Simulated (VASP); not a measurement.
Here is a VASP 6.6.1 calculation.

File INCAR:

```
PREC = Normal ; ENCUT = 520
EDIFF = 1E-4 ; ISMEAR = 0
SIGMA = 0.15 ; LREAL = False
LASPH = True ; NELM = 60
ALGO = Fast ; ISIF = 3
LWAVE = False ; LCHARG = False
GGA = PE ; IBRION = 2
NSW = 24 ; EDIFFG = -0.08
KPAR = 2
```

The input KPOINTS:

```
regular mesh
0
Gamma
  4 4 2
```

File POSCAR:

```
Sn2GeO3
1.0
    4.3824999700      0.0000000000      0.0000000000
   -2.1912499900      3.7953563100      0.0000000000
    0.0000000000      0.0000000000      6.9082583200
Sn Ge O
2 1 3
Direct
    0.6666666700      0.3333333300      0.2483411600
    0.3333333300      0.6666666700      0.7516588400
    0.0000000000      0.0000000000      0.0000000000
    0.0000000000      0.0000000000      0.5000000000
    0.6666666700      0.3333333300      0.6493157700
    0.3333333300      0.6666666700      0.3506842300
```

Potentials or basis: VASP PAW PBE potentials, release 64 (Sn_d, Ge_d, O).

Command:

```sh
$ cat potpaw_PBE.64/Sn_d/POTCAR potpaw_PBE.64/Ge_d/POTCAR potpaw_PBE.64/O/POTCAR > POTCAR
$ mpirun -np 2 vasp_std > vasp.out
```

(1) Estimate the space group after relaxing (to 0.05 Å).

(2) What does it give for the relaxed cell?

(3) Predict the relaxed volume.

(4) Predict the band gap on the k mesh.

Answers

(1) P-3m1 (No. 164).

(2) a = 4.111 Å, b = 4.111 Å, c = 5.993 Å, α = 90.00°, β = 90.00°, γ = 120.00°.

(3) 14.62 Å³/atom.

(4) none (metal or under the smearing width).

Caveat: the k mesh is coarse (spacing up to 0.45 Å⁻¹), so the values aren't converged; the volume moved by over 15 % at a fixed basis, so the end points are rough.
